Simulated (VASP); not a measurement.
A convergence study with VASP on Si (diamond): one setting is varied, all else stays as given below, so the limit is that of these other settings. ε∞ is the independent-particle value.

```
CELL_PARAMETERS angstrom
      0.00000     2.71550     2.71550
      2.71550     0.00000     2.71550
      2.71550     2.71550     0.00000
ATOMIC_POSITIONS crystal
  Si 0.00000 0.00000 0.00000
  Si 0.25000 0.25000 0.25000
```

These are PBE GGA, VASP's PBE PAW potentials (set 64) (plane waves; VASP) values and carry that method's errors. The tightest run used: 550 eV cut-off, 7×7×7 Γ-centred mesh, Gaussian smearing of 0.050 eV, potentials Si.

**Question.** The settings run are NBANDS = 5; NBANDS = 6; NBANDS = 8; NBANDS = 12; NBANDS = 20; NBANDS = 36; NBANDS = 68; NBANDS = 132. From which on does the mean ε∞ stay within 0.05  of the tightest run?

**Answer.** From NBANDS = 12 on: it is off by 0.02 there and by no more than 0.05 in any finer run, while NBANDS = 8 is off by 0.22.
```json
[
 {"setting": "NBANDS = 5", "mean ε∞": "11.98", "bands": "5", "difference judged ()": "3.47"},
 {"setting": "NBANDS = 6", "mean ε∞": "13.90", "bands": "6", "difference judged ()": "1.56"},
 {"setting": "NBANDS = 8", "mean ε∞": "15.24", "bands": "8", "difference judged ()": "0.22"},
 {"setting": "NBANDS = 12", "mean ε∞": "15.43", "bands": "12", "difference judged ()": "0.02"},
 {"setting": "NBANDS = 20", "mean ε∞": "15.45", "bands": "20", "difference judged ()": "0.01"},
 {"setting": "NBANDS = 36", "mean ε∞": "15.45", "bands": "36", "difference judged ()": "0.00"},
 {"setting": "NBANDS = 68", "mean ε∞": "15.46", "bands": "68", "difference judged ()": "0.00"},
 {"setting": "NBANDS = 132", "mean ε∞": "15.46", "bands": "132", "difference judged ()": "0.00"}
]
```

Left out are rungs that failed or repeat a setting and relaxations that didn't move; long series are thinned to 24 rows.

The compound is Si in the diamond structure. The cell was not relaxed at this level.
